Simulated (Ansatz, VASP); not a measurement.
## One calculation of CsC2O2, two programs

File INCAR:

```
SYSTEM = CsC2O2
PREC = Accurate ; ENCUT = 520
EDIFF = 1E-6 ; ISMEAR = 0
SIGMA = 0.1 ; LREAL = .FALSE.
LASPH = .TRUE. ; NELM = 60
ALGO = Normal ; ISIF = 2
LWAVE = .FALSE. ; LCHARG = .TRUE.
GGA = PS ; LELF = .TRUE.
LVHAR = .TRUE. ; NBANDS = 22
```

File KPOINTS:

```
Automatic mesh
0
G
  6 6 4
  0 0 0
```

File POSCAR:

```
CsC2O2
1.0
    4.2679734337      0.0000000000      0.0000000000
   -2.1339867169      3.6961734162      0.0000000000
    0.0000000000      0.0000000000      6.6954763337
Cs C O
1 2 2
Direct
    0.0000000000      0.0000000000      0.0000000000
    0.3333333333      0.6666666667      0.6444000000
    0.6666666667      0.3333333333      0.3556000000
    0.3333333333      0.6666666667      0.2599000000
    0.6666666667      0.3333333333      0.7401000000
```

Input for Ansatz:

```yaml
crystal:
  lattice:
    - [4.2679734337, 0.0, 0.0]
    - [-2.1339867169, 3.6961734162, 0.0]
    - [0.0, 0.0, 6.6954763337]
  atoms:
    - { symbol: Cs, position: [0.0, 0.0, 0.0] }
    - { symbol: C, position: [0.3333333333, 0.6666666667, 0.6444] }
    - { symbol: C, position: [0.6666666667, 0.3333333333, 0.3556] }
    - { symbol: O, position: [0.3333333333, 0.6666666667, 0.2599] }
    - { symbol: O, position: [0.6666666667, 0.3333333333, 0.7401] }
basis:
  ecutwfc: 420
kpoints:
  mp_grid: { grid: [6, 6, 4] }
hamiltonian:
  xc: pbesol
scf:
  occupations: { method: gaussian, width: 0.1 }
  lower_state_search: "off"
output:
  forces: true
  stress: true
  eigenvalues: true
```

Alike in both runs: task single point; functional PBEsol; k mesh 6 × 6 × 4; occupations gaussian, width 0.1 eV; no spin polarisation.

|  | VASP | Ansatz |
| --- | --- | --- |
| version | VASP 6.6.1 | Ansatz 0.2.0 |
| potentials or method | VASP PAW PBE potentials, release 64 (Cs_sv, C, O) | scalar-relativistic, plane waves, PAW |
| plane-wave cutoff (eV) | 520 | 420 |
| valence electrons in the cell | 29 | 29 |

VASP gave:

* gap on the k mesh at the Fermi level (eV): none
* pressure (GPa): -12.3
* largest component of the traceless stress (GPa): 1.53
* rms of the force components (eV/Å): 0.779

Task: Estimate Ansatz's values.

Result: gap on the k mesh at the Fermi level (eV): none; pressure (GPa): -12.3; largest component of the traceless stress (GPa): 1.54; rms of the force components (eV/Å): 0.777.

Atom by atom the forces differ by 0.003 eV/Å (rms over components). A gap of «none» marks a metal or a gap that the smearing closes.

Caveats: the PAW data sets were made with another functional, which shifts forces and pressure a little (VASP); an odd number of electrons without spin polarisation forces a metal; a magnetic or distorted state may lie lower. The runs have no spin-orbit coupling, so splittings on Cs are missing.
